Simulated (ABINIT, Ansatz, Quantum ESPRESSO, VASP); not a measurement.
## One structure in several programs: InF3 (R-3c, 8 atoms in the cell)

Self-consistent single point.

```yaml
crystal:
  lattice:
    - [2.60214, 1.50235, 4.90751]
    - [-2.60214, 1.50235, 4.90751]
    - [0.00000, -3.00469, 4.90751]
  atoms:
    - { symbol: In, position: [0.50000, 0.50000, 0.50000] }
    - { symbol: In, position: [0.00000, 0.00000, 0.00000] }
    - { symbol: F, position: [0.39571, 0.75000, 0.10429] }
    - { symbol: F, position: [0.60429, 0.25000, 0.89571] }
    - { symbol: F, position: [0.10429, 0.39571, 0.75000] }
    - { symbol: F, position: [0.89571, 0.60429, 0.25000] }
    - { symbol: F, position: [0.75000, 0.10429, 0.39571] }
    - { symbol: F, position: [0.25000, 0.89571, 0.60429] }
```

All programs got the same cell, k-point mesh and kind of occupations (in Ansatz's words: kpoints.mp_grid.grid = 5 5 5; scf.occupations.method = fermi_dirac; scf.occupations.width = 0.05 eV); potentials, basis and cutoffs are each program's usual ones.

| code | model | pressure (GPa) | largest force (eV/Å) | gap on the mesh (eV) | cutoff |
|---|---|---|---|---|---|
| ABINIT | LDA (PW92), PAW (JTH v2.0 LDA PAW) | -4.89 | 0.225 | 3.998 | 653 eV |
| Ansatz | LDA (PW92), default PAW files made with PBE | -5.14 | 0.204 | 4.036 | default |
| VASP | LDA (PZ), VASP's LDA PAW potentials (set 64) | -13.11 | 0.189 | 4.052 | 400 eV |
| Quantum ESPRESSO | LDA (PZ), GBRV 1.5 ultrasoft (LDA) pseudopotentials | -5.92 | 0.257 | 3.998 | 40 Ry |

Gaps are read on the mesh.

The spread over the programs that give each value: pressure within 8.22 GPa; largest force within 0.068 eV/Å; gap on the mesh within 0.054 eV.

The starting cell comes from a database of computed structures (which also holds hypothetical and non-ambient phases and stackings), without a prior relaxation at this level. On Ansatz's run: In the base run, with a pressure of about -4 GPa the cell is away from its equilibrium volume at this level.

Task: Why do the programs differ, and what cannot be compared?

Result: Differences of this kind can come from the potentials, where these differ, and from what each basis and cutoff leave unconverged. The zero of total energies and Fermi levels follows the potentials and each program's conventions, so they are not compared here. Ansatz's pressure is given at a fixed set of plane waves, as the other plane-wave codes print theirs; with its correction for the finite basis it is -4.19 GPa (the shift of 0.95 GPa shows how far the cutoff is from converged). The same LDA comes in different parametrisations, which differ slightly. In the pressure, VASP (by 7.58) lies more than 1 GPa from the median of the plane-wave programs.

VASP's run is marked for a possible Pulay error in its stress at this cutoff; no cutoff test was made.

Left out of this page: GPAW, FLEUR and SIESTA (not drawn, or without a comparable value); CP2K (unsound by tests on forces, stress, charge or solver warnings).

Ansatz is a program for electronic structure.

Keys are those of Ansatz 0.2.
